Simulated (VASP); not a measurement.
These are PBEsol GGA, VASP's PBE PAW potentials (set 64) (plane waves; VASP) values and carry that method's errors.

A VASP calculation is set up with these files.

File KPOINTS:
```
kpoints
0
Gamma
 10 10 6
0 0 0
```

### POSCAR
```
BBi
1.0
  3.7375913761   0.0000000000   0.0000000000
 -1.8687956880   3.2368485838   0.0000000000
  0.0000000000   0.0000000000   6.0110681234
B Bi
2 2
Direct
  0.0000000000   0.0000000000   0.0000000000
  0.0000000000   0.0000000000   0.5000000000
  0.3333330000   0.6666670000   0.2500000000
  0.6666670000   0.3333330000   0.7500000000
```

**INCAR**
```
! general
SYSTEM   =  BBi
PREC     =  Accurate
ENCUT    =  520
LREAL    =  .False.
LASPH    =  .True.

! electronic loop
EDIFF    =  1E-6
NELM     =  100
ALGO     =  Normal
LMAXMIX  =  4

! smearing
ISMEAR   =  1
SIGMA    =  0.1

! functional
GGA      =  PS

! ions
IBRION   =  2
NSW      =  60
ISIF     =  3
EDIFFG   =  -0.01

! output
LWAVE    =  .False.
LCHARG   =  .False.
```

POTCAR, in this order: B Bi_d (PBE.64 set). Program: vasp_std.

The resulting files:

OSZICAR:
```
       N       E                     dE             d eps       ncg     rms          rms(c)
DAV:   1     0.344452007279E+03    0.34445E+03   -0.19398E+04  2464   0.200E+03
DAV:   2     0.126051855505E+02   -0.33185E+03   -0.32753E+03  2512   0.489E+02
DAV:   3    -0.174613881385E+02   -0.30067E+02   -0.29614E+02  3044   0.157E+02
DAV:   4    -0.184599667936E+02   -0.99858E+00   -0.99351E+00  2964   0.305E+01
DAV:   5    -0.185012026720E+02   -0.41236E-01   -0.41221E-01  3454   0.568E+00    0.356E+00
DAV:   6    -0.178164708219E+02    0.68473E+00   -0.22823E+00  3262   0.913E+00    0.125E+00
DAV:   7    -0.177992617487E+02    0.17209E-01   -0.25052E-01  3378   0.241E+00    0.633E-01
DAV:   8    -0.177942837203E+02    0.49780E-02   -0.19921E-02  3048   0.148E+00    0.104E-01
DAV:   9    -0.177937409819E+02    0.54274E-03   -0.25116E-03  3394   0.443E-01    0.397E-02
DAV:  10    -0.177937408208E+02    0.16106E-06   -0.44393E-04  2986   0.185E-01    0.160E-02
DAV:  11    -0.177937370114E+02    0.38094E-05   -0.68873E-05  3338   0.692E-02    0.467E-03
DAV:  12    -0.177937360506E+02    0.96084E-06   -0.43772E-06  2282   0.134E-02
   1 F= -.17793736E+02 E0= -.17794540E+02  d E =-.177937E+02
       N       E                     dE             d eps       ncg     rms          rms(c)
DAV:   1    -0.178057945098E+02   -0.12057E-01   -0.42456E-01  2800   0.577E+00    0.491E-01
DAV:   2    -0.177994749838E+02    0.63195E-02   -0.16826E-02  2878   0.168E+00    0.298E-01
DAV:   3    -0.177961568268E+02    0.33182E-02   -0.83266E-03  3546   0.121E+00    0.485E-02
DAV:   4    -0.177961919913E+02   -0.35165E-04   -0.10598E-03  2830   0.415E-01    0.229E-02
DAV:   5    -0.177961828410E+02    0.91503E-05   -0.44293E-05  4136   0.121E-01    0.315E-03
DAV:   6    -0.177961824383E+02    0.40266E-06   -0.60341E-06  2824   0.293E-02
   2 F= -.17796182E+02 E0= -.17796775E+02  d E =-.244639E-02
       N       E                     dE             d eps       ncg     rms          rms(c)
DAV:   1    -0.178009977490E+02   -0.48149E-02   -0.18903E-01  2800   0.388E+00    0.327E-01
DAV:   2    -0.177981709512E+02    0.28268E-02   -0.74552E-03  2894   0.116E+00    0.198E-01
DAV:   3    -0.177967077001E+02    0.14633E-02   -0.38237E-03  3526   0.846E-01    0.336E-02
DAV:   4    -0.177967286217E+02   -0.20922E-04   -0.53925E-04  2850   0.303E-01    0.159E-02
DAV:   5    -0.177967244204E+02    0.42014E-05   -0.21891E-05  4104   0.840E-02    0.217E-03
DAV:   6    -0.177967241183E+02    0.30210E-06   -0.31014E-06  2512   0.213E-02
   3 F= -.17796724E+02 E0= -.17797017E+02  d E =-.298807E-02
       N       E                     dE             d eps       ncg     rms          rms(c)
DAV:   1    -0.178143205305E+02   -0.17596E-01   -0.77032E-01  2800   0.777E+00    0.657E-01
DAV:   2    -0.178027907540E+02    0.11530E-01   -0.30203E-02  2840   0.218E+00    0.397E-01
DAV:   3    -0.177969320927E+02    0.58587E-02   -0.14916E-02  3468   0.155E+00    0.664E-02
DAV:   4    -0.177969789978E+02   -0.46905E-04   -0.17271E-03  2834   0.519E-01    0.312E-02
DAV:   5    -0.177969597623E+02    0.19236E-04   -0.71805E-05  4022   0.155E-01    0.395E-03
DAV:   6    -0.177969594943E+02    0.26801E-06   -0.10251E-05  2788   0.366E-02    0.232E-03
DAV:   7    -0.177969596340E+02   -0.13973E-06   -0.38237E-07  1430   0.628E-03
   4 F= -.17796960E+02 E0= -.17797173E+02  d E =-.322358E-02
       N       E                     dE             d eps       ncg     rms          rms(c)
DAV:   1    -0.178009696117E+02   -0.40101E-02   -0.17640E-01  2794   0.380E+00    0.315E-01
DAV:   2    -0.177983074496E+02    0.26622E-02   -0.67119E-03  2962   0.114E+00    0.191E-01
DAV:   3    -0.177969455086E+02    0.13619E-02   -0.37913E-03  3554   0.949E-01    0.347E-02
DAV:   4    -0.177969769727E+02   -0.31464E-04   -0.74977E-04  2832   0.350E-01    0.159E-02
DAV:   5    -0.177969711055E+02    0.58671E-05   -0.29470E-05  4048   0.932E-02    0.268E-03
DAV:   6    -0.177969716429E+02   -0.53743E-06   -0.39059E-06  2518   0.243E-02
   5 F= -.17796972E+02 E0= -.17797160E+02  d E =-.323559E-02
       N       E                     dE             d eps       ncg     rms          rms(c)
DAV:   1    -0.177975749338E+02   -0.60383E-03   -0.24757E-02  2794   0.141E+00    0.118E-01
DAV:   2    -0.177972001868E+02    0.37475E-03   -0.95897E-04  3052   0.439E-01    0.716E-02
DAV:   3    -0.177970095772E+02    0.19061E-03   -0.51846E-04  3486   0.328E-01    0.129E-02
DAV:   4    -0.177970144020E+02   -0.48248E-05   -0.88951E-05  2842   0.126E-01    0.604E-03
DAV:   5    -0.177970138524E+02    0.54966E-06   -0.20313E-06  1978   0.323E-02
   6 F= -.17797014E+02 E0= -.17797217E+02  d E =-.327780E-02
       N       E                     dE             d eps       ncg     rms          rms(c)
DAV:   1    -0.177976774111E+02   -0.66301E-03   -0.29544E-02  2800   0.155E+00    0.129E-01
DAV:   2    -0.177972272909E+02    0.45012E-03   -0.11486E-03  3034   0.477E-01    0.783E-02
DAV:   3    -0.177969985721E+02    0.22872E-03   -0.62174E-04  3478   0.358E-01    0.141E-02
DAV:   4    -0.177970040874E+02   -0.55153E-05   -0.10504E-04  2830   0.137E-01    0.664E-03
DAV:   5    -0.177970034188E+02    0.66864E-06   -0.27411E-06  2244   0.355E-02
   7 F= -.17797003E+02 E0= -.17797221E+02  d E =-.326737E-02
       N       E                     dE             d eps       ncg     rms          rms(c)
DAV:   1    -0.177971801301E+02   -0.17604E-03   -0.70572E-03  2800   0.760E-01    0.633E-02
DAV:   2    -0.177970732754E+02    0.10685E-03   -0.27345E-04  3198   0.250E-01    0.384E-02
DAV:   3    -0.177970182915E+02    0.54984E-04   -0.15427E-04  3454   0.190E-01    0.722E-03
DAV:   4    -0.177970189248E+02   -0.63334E-06   -0.31769E-05  2850   0.764E-02    0.334E-03
DAV:   5    -0.177970184118E+02    0.51302E-06   -0.62434E-07  1400   0.184E-02
   8 F= -.17797018E+02 E0= -.17797231E+02  d E =-.328236E-02
       N       E                     dE             d eps       ncg     rms          rms(c)
DAV:   1    -0.177970625539E+02   -0.43629E-04   -0.19378E-03  2806   0.397E-01    0.330E-02
DAV:   2    -0.177970336934E+02    0.28861E-04   -0.74550E-05  3206   0.131E-01    0.201E-02
DAV:   3    -0.177970186427E+02    0.15051E-04   -0.41607E-05  3454   0.986E-02    0.373E-03
DAV:   4    -0.177970186312E+02    0.11519E-07   -0.85738E-06  2614   0.398E-02
   9 F= -.17797019E+02 E0= -.17797227E+02  d E =-.328258E-02
       N       E                     dE             d eps       ncg     rms          rms(c)
DAV:   1    -0.177989394333E+02   -0.19208E-02   -0.56509E-02  2998   0.370E+00    0.227E-01
DAV:   2    -0.177973393975E+02    0.16000E-02   -0.33974E-03  2994   0.943E-01    0.970E-02
DAV:   3    -0.177970198141E+02    0.31958E-03   -0.14349E-03  3200   0.565E-01    0.124E-02
DAV:   4    -0.177970178292E+02    0.19849E-05   -0.78857E-05  2938   0.866E-02    0.571E-03
DAV:   5    -0.177970179800E+02   -0.15078E-06   -0.99097E-06  3042   0.428E-02
  10 F= -.17797018E+02 E0= -.17797231E+02  d E =0.651190E-06
```

**OUTCAR**
```
------------------------ aborting loop because EDIFF is reached ----------------------------------------
  FORCE on cell =-STRESS in cart. coord.  units (eV):
  Direction    XX          YY          ZZ          XY          YZ          ZX
  --------------------------------------------------------------------------------------
  Total       -0.0264880     -0.0264880     -0.0327532     -0.0000000      0.0000000     -0.0000000
  in kB       -0.5854620     -0.5854619     -0.7239415     -0.0000000      0.0000000     -0.0000000
  external PRESSURE =      -0.6316218 kB  Pullay stress =       0.0000000 kB
  volume of cell :       72.49
      direct lattice vectors                 reciprocal lattice vectors
     3.706153464 -0.000000000  0.000000000     0.269821531  0.155781557  0.000000000
    -1.853076732  3.209622566 -0.000000000     0.000000000  0.311563114  0.000000000
    -0.000000000 -0.000000000  6.093739829    -0.000000000 -0.000000000  0.164102838
 POSITION                                       TOTAL-FORCE (eV/Angst)
 -----------------------------------------------------------------------------------
     -0.00000      0.00000      6.09374        -0.000000     -0.000000     -0.000000
     -0.00000      0.00000      3.04687        -0.000000     -0.000000     -0.000000
     -0.00000      2.13975      1.52343         0.000000      0.000000     -0.000000
      1.85308      1.06987      4.57030        -0.000000     -0.000000      0.000000
 -----------------------------------------------------------------------------------
    total drift:                               -0.000000      0.000000      0.000000
  FREE ENERGIE OF THE ION-ELECTRON SYSTEM (eV)
  ---------------------------------------------------
  free  energy   TOTEN  =       -17.7970179800 eV

  energy  without entropy=      -17.7976582113  energy(sigma->0) =      -17.79723139

 reached required accuracy - stopping structural energy minimisation
```
(Selected blocks of OUTCAR.)

**CONTCAR**
```
BBi
   1.00000000000000
     3.7061534636741071   -0.0000000000004867    0.0000000000000000
    -1.8530767317878960    3.2096225655533970   -0.0000000000000000
    -0.0000000000000000   -0.0000000000000000    6.0937398291922653
  B               Bi
     2     2
Direct
     0.0000000000000000    0.0000000000000000    1.0000000000000000
     0.0000000000000000    0.0000000000000000    0.5000000000000000
     0.3333330000000032    0.6666669999999968    0.2500000000000000
     0.6666669999999968    0.3333330000000032    0.7500000000000000
```

The structure was generated: BBi was put into the NiAs type type (P6_3/mmc), which need not be its known phase. This run relaxes it. Symmetry was kept, so distortions that lower it aren't found. The start is the result of an earlier pass.
